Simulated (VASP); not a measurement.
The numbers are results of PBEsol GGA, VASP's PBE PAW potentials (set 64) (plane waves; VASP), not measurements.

VASP ran on this input.

KPOINTS:
```
Automatic mesh
0
Gamma
6 6 10
0 0 0
```

**INCAR**
```
LREAL = .FALSE.   ! projection in real space or not
ISIF = 3   ! ions, shape and volume
LWAVE = .FALSE.
LORBIT = 10
IBRION = 2   ! conjugate gradients
SYSTEM = MnO2
MAGMOM = 3.0 -3.0 4*0.0
GGA = PS   ! PBEsol
ENCUT = 520
SIGMA = 0.1
LCHARG = .FALSE.
NELM = 100
NSW = 60
EDIFFG = -0.02   ! ionic stop
PREC = Accurate
ALGO = Normal
ISPIN = 2   ! spin-polarised
EDIFF = 1E-6   ! SCF stop (eV)
LMAXMIX = 4
LASPH = .TRUE.   ! aspherical one-centre terms
ISMEAR = 1   ! Methfessel-Paxton
```

### POSCAR
```
MnO2
1
    4.3702201021    -0.0000000000     0.0000000000
   -0.0000000000     4.3702201021     0.0000000000
    0.0000000000     0.0000000000     2.8377850820
Mn O
2 4
Direct
  0.0000000000   0.0000000000   0.0000000000
  0.5000000000   0.5000000000   0.5000000000
  0.3033582004   0.3033582004   0.0000000000
  0.8033582004   0.1966417996   0.5000000000
  0.1966417996   0.8033582004   0.5000000000
  0.6966417996   0.6966417996   1.0000000000
```

POTCAR, in this order: Mn_pv O (PBE.64 set). Program: vasp_std.

Output of the run:

OSZICAR:
```
       N       E                     dE             d eps       ncg     rms          rms(c)
DAV:   1     0.650517563489E+03    0.65052E+03   -0.28671E+04  7336   0.202E+03
DAV:   2     0.185211226251E+02   -0.63200E+03   -0.59621E+03  7704   0.574E+02
DAV:   3    -0.627593617800E+02   -0.81280E+02   -0.79052E+02  9248   0.194E+02
DAV:   4    -0.660158096525E+02   -0.32564E+01   -0.29069E+01  8210   0.343E+01
DAV:   5    -0.660794489327E+02   -0.63639E-01   -0.63639E-01  7552   0.535E+00    0.461E+01
DAV:   6    -0.609221157916E+02    0.51573E+01   -0.16024E+02  9194   0.120E+02    0.510E+01
DAV:   7    -0.530021136221E+02    0.79200E+01   -0.11792E+02  9294   0.122E+02    0.208E+01
DAV:   8    -0.509680783186E+02    0.20340E+01   -0.86435E+00  7664   0.291E+01    0.831E+00
DAV:   9    -0.505988688605E+02    0.36921E+00   -0.18880E+00  9658   0.143E+01    0.299E+00
DAV:  10    -0.506128200479E+02   -0.13951E-01   -0.19054E-01  7602   0.351E+00    0.164E+00
DAV:  11    -0.506073488084E+02    0.54712E-02   -0.22488E-02  7748   0.172E+00    0.521E-01
DAV:  12    -0.506066747977E+02    0.67401E-03   -0.66140E-03  8722   0.119E+00    0.193E-01
DAV:  13    -0.506067648569E+02   -0.90059E-04   -0.42171E-04  7764   0.160E-01    0.634E-02
DAV:  14    -0.506067453980E+02    0.19459E-04   -0.12856E-04  8300   0.929E-02    0.356E-02
DAV:  15    -0.506067423152E+02    0.30828E-05   -0.50410E-05  7412   0.992E-02    0.223E-02
DAV:  16    -0.506067409797E+02    0.13355E-05   -0.96966E-06  7658   0.405E-02    0.835E-03
DAV:  17    -0.506067408334E+02    0.14636E-06   -0.16609E-06  4962   0.190E-02
   1 F= -.50606741E+02 E0= -.50607069E+02  d E =-.506067E+02  mag=     0.0000
       N       E                     dE             d eps       ncg     rms          rms(c)
DAV:   1    -0.506083045571E+02   -0.15636E-02   -0.10120E-01  7200   0.248E+00    0.319E-01
DAV:   2    -0.506074236085E+02    0.88095E-03   -0.37305E-03  7902   0.624E-01    0.209E-01
DAV:   3    -0.506071394929E+02    0.28412E-03   -0.10386E-03  9710   0.420E-01    0.145E-01
DAV:   4    -0.506069884272E+02    0.15107E-03   -0.58207E-04  9562   0.284E-01    0.570E-02
DAV:   5    -0.506069863364E+02    0.20907E-05   -0.77937E-05  7766   0.100E-01    0.234E-02
DAV:   6    -0.506069851915E+02    0.11449E-05   -0.53597E-06  6944   0.219E-02    0.132E-02
DAV:   7    -0.506069849073E+02    0.28424E-06   -0.10681E-06  3768   0.944E-03
   2 F= -.50606985E+02 E0= -.50607326E+02  d E =-.244074E-03  mag=    -0.0000
       N       E                     dE             d eps       ncg     rms          rms(c)
DAV:   1    -0.506070281440E+02   -0.42952E-04   -0.25768E-03  7200   0.396E-01    0.509E-02
DAV:   2    -0.506070055172E+02    0.22627E-04   -0.91794E-05  7880   0.964E-02    0.329E-02
DAV:   3    -0.506069978660E+02    0.76512E-05   -0.24088E-05  9664   0.627E-02    0.225E-02
DAV:   4    -0.506069945614E+02    0.33046E-05   -0.13877E-05  9562   0.441E-02    0.908E-03
DAV:   5    -0.506069944120E+02    0.14943E-06   -0.17992E-06  4574   0.166E-02
   3 F= -.50606994E+02 E0= -.50607334E+02  d E =-.253579E-03  mag=     0.0000
```

OUTCAR:
```
------------------------ aborting loop because EDIFF is reached ----------------------------------------
  FORCE on cell =-STRESS in cart. coord.  units (eV):
  Direction    XX          YY          ZZ          XY          YZ          ZX
  --------------------------------------------------------------------------------------
  Total        0.0500615      0.0500615      0.0103345      0.0000000      0.0000000      0.0000000
  in kB        1.4800059      1.4800059      0.3055269      0.0000000      0.0000000      0.0000000
  external PRESSURE =       1.0885129 kB  Pullay stress =       0.0000000 kB
  volume of cell :       54.19
      direct lattice vectors                 reciprocal lattice vectors
     4.373169183  0.000000000  0.000000000     0.228667119 -0.000000000  0.000000000
     0.000000000  4.373169183  0.000000000    -0.000000000  0.228667119  0.000000000
     0.000000000  0.000000000  2.833728323     0.000000000  0.000000000  0.352891980
 POSITION                                       TOTAL-FORCE (eV/Angst)
 -----------------------------------------------------------------------------------
      0.00000      4.37317      0.00000        -0.000000      0.000000      0.000000
      2.18658      2.18658      1.41686        -0.000000      0.000000      0.000000
      1.32723      1.32723      0.00000        -0.013241     -0.013241     -0.000000
      3.51381      0.85936      1.41686        -0.013241      0.013241      0.000000
      0.85936      3.51381      1.41686         0.013241     -0.013241     -0.000000
      3.04594      3.04594      0.00000         0.013241      0.013241      0.000000
 -----------------------------------------------------------------------------------
    total drift:                                0.000000      0.000000      0.000000
  FREE ENERGIE OF THE ION-ELECTRON SYSTEM (eV)
  ---------------------------------------------------
  free  energy   TOTEN  =       -50.6069944120 eV

  energy  without entropy=      -50.6080118511  energy(sigma->0) =      -50.60733356

 total charge

# of ion       s       p       d       tot
------------------------------------------
    1        0.369   6.498   4.963  11.830
    2        0.369   6.498   4.963  11.830
    3        1.565   3.450   0.000   5.015
    4        1.565   3.450   0.000   5.015
    5        1.565   3.450   0.000   5.015
    6        1.565   3.450   0.000   5.015
--------------------------------------------------
tot          6.997  26.797   9.926  43.719

 magnetization (x)

# of ion       s       p       d       tot
------------------------------------------
    1        0.012   0.020   2.396   2.428
    2       -0.012  -0.020  -2.396  -2.428
    3       -0.001  -0.047   0.000  -0.047
    4        0.001   0.047   0.000   0.047
    5        0.001   0.047   0.000   0.047
    6       -0.001  -0.047   0.000  -0.047
--------------------------------------------------
tot          0.000   0.000  -0.000  -0.000

 reached required accuracy - stopping structural energy minimisation
```
(Selected blocks of OUTCAR.)

**CONTCAR**
```
MnO2
   1.00000000000000
     4.3731691832139594    0.0000000000000000    0.0000000000000000
     0.0000000000000000    4.3731691832139594    0.0000000000000000
     0.0000000000000000    0.0000000000000000    2.8337283231712962
  Mn              O
     2     4
Direct
     0.0000000000000000    1.0000000000000000    0.0000000000000000
     0.5000000000000000    0.5000000000000000    0.5000000000000000
     0.3034927808149101    0.3034927808149101    0.0000000000000000
     0.8034927808149102    0.1965072191850899    0.5000000000000000
     0.1965072191850899    0.8034927808149102    0.5000000000000000
     0.6965072191850898    0.6965072191850898    0.0000000000000000
```

The compound is MnO2 in the rutile structure. This run relaxes it. Symmetry was kept, so distortions that lower it aren't found. The start is the result of an earlier pass.
